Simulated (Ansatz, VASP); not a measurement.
**HPbNO4 in VASP and in Ansatz**

```
CELL_PARAMETERS angstrom
4.28159 0.11335 0.17147
1.95358 3.96764 0.12814
1.79539 1.27716 6.49765
ATOMIC_POSITIONS crystal
H 0.89145 0.68202 0.62796
Pb 0.14426 0.92872 0.88352
N 0.25670 0.28861 0.30171
O 0.83108 0.65056 0.78405
O 0.38694 0.22380 0.11295
O 0.31104 0.03576 0.45856
O 0.07726 0.60633 0.32275
```

Change from the starting cell: volume scaled by 1.06.

Alike in both runs: task single point; functional PBE; k mesh 7 × 7 × 5; occupations fermi-dirac, width 0.05 eV; no spin polarisation.

|  | VASP | Ansatz |
| --- | --- | --- |
| version | VASP 6.6.1 | Ansatz 0.2.0 |
| potentials or method | VASP PAW PBE potentials, release 64 (H, Pb_d, N, O) | Ansatz PAW |
| plane-wave cutoff (eV) | 520 | 420 |
| valence electrons in the cell | 44 | 44 |

VASP gave:

| Property | Result |
| --- | --- |
| gap on the k mesh at the Fermi level (eV) | 2.74 |
| least direct gap on the mesh (eV) | 2.76 |
| pressure (GPa) | -4.4 |
| largest component of the traceless stress (GPa) | 2.38 |
| rms of the force components (eV/Å) | 0.437 |

Q: What did Ansatz give for the same quantities?

A: gap on the k mesh at the Fermi level (eV): 2.76; least direct gap on the mesh (eV): 2.78; pressure (GPa): -4.9; largest component of the traceless stress (GPa): 3.02; rms of the force components (eV/Å): 0.558.

Atom by atom the forces differ by 0.124 eV/Å (rms over components). The functional is the same, so the differences come from potentials, cutoffs and numerics.

Caveats: spin-orbit coupling is left out, which as a rule narrows the gap of such compounds by several tenths of an eV; forces of over 1 eV/Å show positions far from the minimum, so gaps and moduli don't describe the material at rest; an odd mesh through Γ misses points on the zone boundary, where band edges often lie (VASP); odd divisions of the mesh miss points on the zone boundary, where band edges often lie, so the gap on the mesh can be too wide (Ansatz); the pressure holds a Pulay correction of +0.6 GPa for the finite cutoff (Ansatz).
